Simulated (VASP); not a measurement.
Data:

```xyz
2
Lattice="4.0622 -2.2306 -0.0074 4.0622 2.2306 -0.0074 2.8441 0.0000 3.6591" Properties=species:S:1:pos:R:3 pbc="T T T"
Bi     2.5879     0.0000     0.8598
Bi     8.3807     0.0000     2.7844
```

Level of theory: optB86b-vdW, VASP's PBE PAW potentials (set 64) (plane waves; VASP). Run with 520 eV cut-off, 10×10×10 Γ-centred mesh, first-order Methfessel-Paxton smearing of 0.10 eV, potentials Bi_d.

The ions and cell shape at fixed volume are relaxed. Predict the relaxed structure.

```xyz
2
Lattice="4.0131 -2.2467 -0.0335 4.0131 2.2467 -0.0335 2.7861 0.0000 3.6594" Properties=species:S:1:pos:R:3 pbc="T T T"
Bi     2.5821     0.0000     0.8579
Bi     8.2302     0.0000     2.7344
```
Space group R-3m (166), at a tolerance of 0.03 Å.

How much energy does the relaxation gain?

The energy (σ→0) changes by -4.7 meV/atom, in 6 ionic steps.

```tsv
step	E(σ→0) (eV)	max force (eV/Å)	pressure (GPa)	volume (Å³)
1	-1.2466	0.258	3.42	66.41
2	-1.2520	0.147	3.14	66.41
3	-1.2553	0.026	2.70	66.41
4	-1.2553	0.017	2.73	66.41
5	-1.2557	0.008	2.71	66.41
6	-1.2559	0.000	2.70	66.41
```

The compound is Bi in the a7 structure. This cell is one point of a volume scan, at 0.94 of the reference volume. Symmetry was kept, so distortions that lower it aren't found.
